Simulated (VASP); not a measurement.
Given:

```xyz
2
Lattice="2.9500 0.0000 0.0000 0.0000 2.9500 0.0000 0.0000 0.0000 2.9500" Properties=species:S:1:pos:R:3 pbc="T T T"
Zn     1.4750     1.4750     1.4750
Cu     0.0000     0.0000     0.0000
```

Level of theory: TPSS meta-GGA, VASP's PBE PAW potentials (set 64) (plane waves; VASP). Settings: 520 eV cut-off, 11×11×11 Γ-centred mesh, first-order Methfessel-Paxton smearing of 0.10 eV, potentials Zn Cu.

Energy and stress use the plane-wave basis of the starting cell.

Task: The ions, cell shape and volume are relaxed. Predict the relaxed structure.

Result: 
```xyz
2
Lattice="2.9203 0.0000 0.0000 0.0000 2.9203 0.0000 0.0000 0.0000 2.9203" Properties=species:S:1:pos:R:3 pbc="T T T"
Zn     1.4601     1.4601     1.4601
Cu     0.0000     0.0000     0.0000
```
Space group Pm-3m (221), at a tolerance of 0.03 Å.

Task: How do energy and volume change from the first to the last step?

Result: The energy (σ→0) changes by -5.1 meV/atom and the volume by -3.0 %, in 3 ionic steps.

```
step  E(σ→0) (eV)  max force (eV/Å)  pressure (GPa)  volume (Å³)
----  -----------  ----------------  --------------  -----------
1        -20.9817             0.000           -4.23        25.67
2        -20.9880             0.000            2.85        24.43
3        -20.9919             0.000            0.12        24.90
```

The compound is CuZn in the CsCl type structure. This run relaxes it. Symmetry was kept, so distortions that lower it aren't found. The electron count is odd and the run is not spin-polarised, which forces a metal.
